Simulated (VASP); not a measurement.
The input files of a VASP run:

File KPOINTS:
```
Automatic mesh
0
Gamma
11 11 8
0 0 0
```

### INCAR
```
SYSTEM = TiIn
PREC = Accurate
ENCUT = 400
EDIFF = 1E-6
NELM = 100
ALGO = Normal
LREAL = .FALSE.
LASPH = .TRUE.
ISMEAR = 1
SIGMA = 0.1
GGA = PS
LMAXMIX = 4
LWAVE = .FALSE.
LCHARG = .FALSE.
IBRION = 2
ISIF = 3
NSW = 60
EDIFFG = -0.01
```

File POSCAR:
```
TiIn
1
    2.9826000000     0.0000000000     0.0000000000
    0.0000000000     2.9826000000     0.0000000000
    0.0000000000     0.0000000000     4.2666100000
Ti In
1 1
Direct
  0.5000000000   0.5000000000   0.5000000000
  0.0000000000   0.0000000000   0.0000000000
```

POTCAR, in this order: Ti_sv In_d (PBE.64 set). Program: vasp_std.

### Question
Write an equivalent input for Ansatz.

### Answer
One equivalent input (not run):
Ansatz 0.2 input:
```yaml
crystal:
  lattice:
    - [2.9826000, 0.0000000, 0.0000000]
    - [0.0000000, 2.9826000, 0.0000000]
    - [0.0000000, 0.0000000, 4.2666100]
  atoms:
    - { symbol: Ti, position: [0.5000000, 0.5000000, 0.5000000] }
    - { symbol: In, position: [0.0000000, 0.0000000, 0.0000000] }
kpoints:
  mp_grid: { grid: [11, 11, 8] }
hamiltonian:
  xc: pbesol
  pseudopotentials: { kind: paw }
scf:
  occupations: { method: methfessel_paxton, width: 0.1 }
  max_iter: 100
relax:
  max_steps: 60
  f_tol: 0.01
  cell: {}
output: { forces: true, stress: true, eigenvalues: true }
```
Limits of the translation: each code has its own PAW files, so the cut-off isn't converted (ENCUT is set for VASP's; basis.ecutwfc is left out, and Ansatz then takes the one that its files recommend); Ansatz stops its SCF on the density residual and VASP on the energy change (EDIFF).

The structure comes from a computed database's TiIn entry (P4/mmm); how it stands against other phases isn't given here. This run relaxes it. Symmetry was kept, so distortions that lower it aren't found.
